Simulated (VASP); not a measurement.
Energy against volume of CoGa (CsCl type). Level of theory: revTPSS meta-GGA, VASP's PBE PAW potentials (set 64) (plane waves; VASP 6.6.1). Numerical set-up: 520 eV cut-off, 13×13×13 Γ-centred mesh, first-order Methfessel-Paxton smearing of 0.10 eV, potentials Ga_d Co.

| V (Å³/atom) | E (eV/atom) |
|---|---|
| 10.695 | -0.87621 |
| 11.036 | -0.89985 |
| 11.378 | -0.90758 |
| 11.719 | -0.90194 |

### Question
Fit these four points and predict the energy of the run at 12.060 Å³/atom.

### Answer
A cubic in V^(−2/3), the third-order Birch-Murnaghan form, passes through the four points with V0 = 11.39 Å³/atom and B0 = 207 GPa, and gives -0.8851 eV/atom there. The run gave -0.8850 eV/atom, +0.1 meV/atom from the fit; all five points give B0 = 207 GPa.

The compound is CoGa in the CsCl type structure. It was relaxed first. The run is not spin-polarised, so no magnetic state was tried.
